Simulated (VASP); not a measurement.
Crystal: Ge53Sb.

```xyz
54
Lattice="0.0000 8.5200 8.5200 8.5200 0.0000 8.5200 8.5200 8.5200 0.0000" Properties=species:S:1:pos:R:3 pbc="T T T"
Ge    1.4200    1.4200    1.4200
Ge    2.8400    2.8400    0.0000
Ge    4.2600    4.2600    1.4200
Ge    5.6800    5.6800    0.0000
Ge    7.1000    7.1000    1.4200
Ge    2.8400    0.0000    2.8400
Ge    4.2600    1.4200    4.2600
Ge    5.6800    2.8400    2.8400
Ge    7.1000    4.2600    4.2600
Ge    8.5200    5.6800    2.8400
Ge    9.9400    7.1000    4.2600
Ge    5.6800    0.0000    5.6800
Ge    7.1000    1.4200    7.1000
Ge    8.5200    2.8400    5.6800
Ge    9.9400    4.2600    7.1000
Ge   11.3600    5.6800    5.6800
Ge   12.7800    7.1000    7.1000
Ge    0.0000    2.8400    2.8400
Ge    1.4200    4.2600    4.2600
Ge    2.8400    5.6800    2.8400
Ge    4.2600    7.1000    4.2600
Ge    5.6800    8.5200    2.8400
Ge    7.1000    9.9400    4.2600
Ge    2.8400    2.8400    5.6800
Ge    4.2600    4.2600    7.1000
Ge    5.6800    5.6800    5.6800
Ge    7.1000    7.1000    7.1000
Ge    8.5200    8.5200    5.6800
Ge    9.9400    9.9400    7.1000
Ge    5.6800    2.8400    8.5200
Ge    7.1000    4.2600    9.9400
Ge    8.5200    5.6800    8.5200
Ge    9.9400    7.1000    9.9400
Ge   11.3600    8.5200    8.5200
Ge   12.7800    9.9400    9.9400
Ge    0.0000    5.6800    5.6800
Ge    1.4200    7.1000    7.1000
Ge    2.8400    8.5200    5.6800
Ge    4.2600    9.9400    7.1000
Ge    5.6800   11.3600    5.6800
Ge    7.1000   12.7800    7.1000
Ge    2.8400    5.6800    8.5200
Ge    4.2600    7.1000    9.9400
Ge    5.6800    8.5200    8.5200
Ge    7.1000    9.9400    9.9400
Ge    8.5200   11.3600    8.5200
Ge    9.9400   12.7800    9.9400
Ge    5.6800    5.6800   11.3600
Ge    7.1000    7.1000   12.7800
Ge    8.5200    8.5200   11.3600
Ge    9.9400    9.9400   12.7800
Ge   11.3600   11.3600   11.3600
Ge   12.7800   12.7800   12.7800
Sb    0.0000    0.0000    0.0000
```

The cell was built by a generator and needn't be a form met in nature.

```yaml
Program: VASP 6.6.1
Task: relaxation of cell and atoms
Functional: PBEsol
Potentials_or_basis: VASP PAW PBE potentials, release 64 (Ge, Sb)
Cutoff: 350 eV
k_mesh: 2 × 2 × 2
Occupations: gaussian, width 0.05 eV
Spin: no spin polarisation
```

At the start: pressure 2.0 GPa; volume 22.91 Å³/atom.

**Question.** Where does the relaxation end?

**Answer.** Over 9 steps the energy falls by 16.1 meV/atom and the volume is 23.51 Å³/atom (+2.6 %); space group F-43m (No. 216, to 0.05 Å).

Step by step:
```tsv
step	energy change (eV)	largest force (eV/Å)	pressure (GPa)	volume (Å³)
1	0.0000	2.0774	2.05	1236.94
2	-0.6904	0.5240	-0.91	1290.04
3	-0.6927	0.5988	-0.76	1286.84
4	-0.8296	0.2045	-0.14	1273.31
5	-0.8505	0.1442	0.24	1265.65
6	-0.8665	0.0415	0.00	1270.14
7	-0.8673	0.0400	-0.06	1271.40
8	-0.8692	0.0213	0.01	1269.99
9	-0.8693	0.0165	0.04	1269.45
```

Final structure:
```
CELL_PARAMETERS angstrom
0.00000 8.59401 8.59401
8.59401 0.00000 8.59401
8.59401 8.59401 0.00000
ATOMIC_POSITIONS crystal
Ge 0.08898 0.08898 0.08898
Ge 0.99880 0.99880 0.33735
Ge 0.08378 0.08378 0.41622
Ge 0.99880 0.99880 0.66504
Ge 0.08898 0.08898 0.73305
Ge 0.99880 0.33735 0.99880
Ge 0.08378 0.41622 0.08378
Ge 0.99948 0.33351 0.33351
Ge 0.08378 0.41622 0.41622
Ge 0.99880 0.33735 0.66504
Ge 0.08431 0.41707 0.74931
Ge 0.99880 0.66504 0.99880
Ge 0.08898 0.73305 0.08898
Ge 0.99880 0.66504 0.33735
Ge 0.08431 0.74931 0.41707
Ge 0.99969 0.66677 0.66677
Ge 0.08431 0.74931 0.74931
Ge 0.33735 0.99880 0.99880
Ge 0.41622 0.08378 0.08378
Ge 0.33351 0.99948 0.33351
Ge 0.41622 0.08378 0.41622
Ge 0.33735 0.99880 0.66504
Ge 0.41707 0.08431 0.74931
Ge 0.33351 0.33351 0.99948
Ge 0.41622 0.41622 0.08378
Ge 0.33351 0.33351 0.33351
Ge 0.41669 0.41669 0.41669
Ge 0.33373 0.33373 0.66627
Ge 0.41669 0.41669 0.74993
Ge 0.33735 0.66504 0.99880
Ge 0.41707 0.74931 0.08431
Ge 0.33373 0.66627 0.33373
Ge 0.41669 0.74993 0.41669
Ge 0.33373 0.66627 0.66627
Ge 0.41707 0.74931 0.74931
Ge 0.66504 0.99880 0.99880
Ge 0.73305 0.08898 0.08898
Ge 0.66504 0.99880 0.33735
Ge 0.74931 0.08431 0.41707
Ge 0.66677 0.99969 0.66677
Ge 0.74931 0.08431 0.74931
Ge 0.66504 0.33735 0.99880
Ge 0.74931 0.41707 0.08431
Ge 0.66627 0.33373 0.33373
Ge 0.74993 0.41669 0.41669
Ge 0.66627 0.33373 0.66627
Ge 0.74931 0.41707 0.74931
Ge 0.66677 0.66677 0.99969
Ge 0.74931 0.74931 0.08431
Ge 0.66627 0.66627 0.33373
Ge 0.74931 0.74931 0.41707
Ge 0.66677 0.66677 0.66677
Ge 0.75000 0.75000 0.75000
Sb 0.00000 0.00000 0.00000
```

Caveat: the PAW data sets were made with another functional, which shifts forces and pressure a little.
